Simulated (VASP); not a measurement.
Calculation: r2SCAN meta-GGA, VASP's PBE PAW potentials (set 64) (plane waves; VASP).

Input for VASP

POSCAR:
```
BP
3.204590
  0.0000000000   0.7071068807   0.7071068807
  0.7071068807   0.0000000000   0.7071068807
  0.7071068807   0.7071068807   0.0000000000
B P
1 1
Cart
  0.0000000000   0.0000000000   0.0000000000
  0.3535534403   0.3535534403   0.3535534403
```

File KPOINTS:
```
Automatic mesh
0
Gamma
18 18 18
0 0 0
```

INCAR:
```
# general
SYSTEM =BP
PREC   =Accurate
ENCUT  =520
LREAL  =F
LASPH  =T
NBANDS =24

# electronic loop
EDIFF  =1E-7
NELM   =100
ALGO   =Normal
LMIXTAU=T

# smearing
ISMEAR =0
SIGMA  =0.01

# functional
METAGGA=R2SCAN

# output
LWAVE  =F
LCHARG =F
NEDOS  =1001

# other
LOPTICS=T
LPEAD  =T
CSHIFT =0.1
```

POTCAR, in this order: B P (PBE.64 set). Program: vasp_std.

What VASP printed:

### OSZICAR
```
       N       E                     dE             d eps       ncg     rms          rms(c)
DAV:   1     0.953027530834E+01    0.95303E+01   -0.35836E+03  9368   0.309E+02
DAV:   2    -0.185976361035E+02   -0.28128E+02   -0.27034E+02 12144   0.816E+01
DAV:   3    -0.191803452763E+02   -0.58271E+00   -0.58020E+00 11616   0.916E+00
DAV:   4    -0.191811743707E+02   -0.82909E-03   -0.82908E-03 10896   0.398E-01
DAV:   5    -0.191811755681E+02   -0.11974E-05   -0.11974E-05 11928   0.160E-02    0.797E+00
DAV:   6    -0.172832643151E+02    0.18979E+01   -0.80163E-01  9512   0.272E+00    0.473E+00
DAV:   7    -0.171566858249E+02    0.12658E+00   -0.29602E-01  9400   0.160E+00    0.134E+00
DAV:   8    -0.171868267196E+02   -0.30141E-01   -0.15424E-01  9392   0.150E+00    0.586E-01
DAV:   9    -0.173021892244E+02   -0.11536E+00   -0.17070E-02 11024   0.561E-01    0.264E-01
DAV:  10    -0.173155385648E+02   -0.13349E-01   -0.79272E-03  9976   0.424E-01    0.388E-02
DAV:  11    -0.173112850281E+02    0.42535E-02   -0.37128E-03  9640   0.280E-01    0.300E-02
DAV:  12    -0.173116874907E+02   -0.40246E-03   -0.39237E-04 11024   0.842E-02    0.107E-02
DAV:  13    -0.173116537916E+02    0.33699E-04   -0.25719E-05 11456   0.216E-02    0.151E-02
DAV:  14    -0.173116909126E+02   -0.37121E-04   -0.12610E-05 10072   0.149E-02    0.558E-03
DAV:  15    -0.173116847751E+02    0.61375E-05   -0.12165E-06 11760   0.525E-03    0.339E-03
DAV:  16    -0.173116889558E+02   -0.41807E-05   -0.59001E-07  9976   0.343E-03    0.111E-03
DAV:  17    -0.173116888633E+02    0.92522E-07   -0.11083E-07 11344   0.128E-03
   1 F= -.17311689E+02 E0= -.17311689E+02  d E =-.769266E-15
 imaginary and real dielectric function
```

### OUTCAR
```
------------------------ aborting loop because EDIFF is reached ----------------------------------------
  FORCE on cell =-STRESS in cart. coord.  units (eV):
  Direction    XX          YY          ZZ          XY          YZ          ZX
  --------------------------------------------------------------------------------------
  Total        0.0010412      0.0010412      0.0010412     -0.0000000      0.0000000     -0.0000000
  in kB        0.0716906      0.0716906      0.0716906     -0.0000000      0.0000000     -0.0000000
  external PRESSURE =       0.0716906 kB  Pullay stress =       0.0000000 kB
  volume of cell :       23.27
      direct lattice vectors                 reciprocal lattice vectors
     0.000000000  2.265987639  2.265987639    -0.220654337  0.220654337  0.220654337
     2.265987639  0.000000000  2.265987639     0.220654337 -0.220654337  0.220654337
     2.265987639  2.265987639  0.000000000     0.220654337  0.220654337 -0.220654337
  FREE ENERGIE OF THE ION-ELECTRON SYSTEM (eV)
  ---------------------------------------------------
  free  energy   TOTEN  =       -17.3116888633 eV

  energy  without entropy=      -17.3116888633  energy(sigma->0) =      -17.31168886

 plasma frequency squared (from intraband transitions) (eV^2)
  --------------------------------------------------------------------------------------
       0.000       0.000       0.000
       0.000       0.000       0.000
       0.000       0.000       0.000

 plasma frequency squared (from interband transitions, int dw w eps(2)(w)) (eV^2)
  --------------------------------------------------------------------------------------
     452.805       0.000       0.000      -0.000       0.000       0.000
       0.000       0.000     452.805       0.000       0.000      -0.000
       0.000      -0.000       0.000       0.000     452.805       0.000
```
(Selected blocks of OUTCAR.)

**OUTCAR**
```
 val. band max:        7.4364201389   @ k =   0.0000   0.0000   0.0000

 cond. band min:       8.8879272628   @ k =   0.3889   0.3889   0.0000


 Fermi energy:         7.4833771894

 k-point     1 :       0.0000    0.0000    0.0000
  band No.  band energies     occupation
      1      -8.8598      2.00000
      2       7.4364      2.00000
      3       7.4364      2.00000
      4       7.4364      2.00000
      5      11.0828      0.00000
      6      11.0828      0.00000
      7      11.0828      0.00000
      8      15.5108      0.00000
      9      19.8716      0.00000
     10      20.0945      0.00000
     11      20.0945      0.00000
     12      24.1586      0.00000
     13      24.1586      0.00000
     14      24.1586      0.00000
     15      30.0386      0.00000
     16      40.2475      0.00000
     17      40.2475      0.00000
     18      40.2475      0.00000
     19      46.7167      0.00000
     20      46.7167      0.00000
     21      46.7167      0.00000
     22      48.1398      0.00000
     23      48.1398      0.00000
     24      52.2227      0.00000

 k-point     2 :       0.0556    0.0000    0.0000
  band No.  band energies     occupation
      1      -8.8011      2.00000
      2       6.9416      2.00000
      3       7.3294      2.00000
      4       7.3294      2.00000
      5      11.2311      0.00000
      6      11.2311      0.00000
      7      11.3011      0.00000
      8      15.6809      0.00000
      9      19.8305      0.00000
     10      19.8305      0.00000
     11      20.0665      0.00000
     12      23.9854      0.00000
     13      24.6169      0.00000
     14      24.6169      0.00000
     15      30.4031      0.00000
     16      39.8108      0.00000
     17      40.0067      0.00000
     18      40.0067      0.00000
     19      46.1403      0.00000
     20      46.1403      0.00000
     21      47.1129      0.00000
     22      47.8867      0.00000
     23      47.8867      0.00000
     24      52.2794      0.00000
...
```

The compound is BP in the zinc blende structure. It was relaxed first.
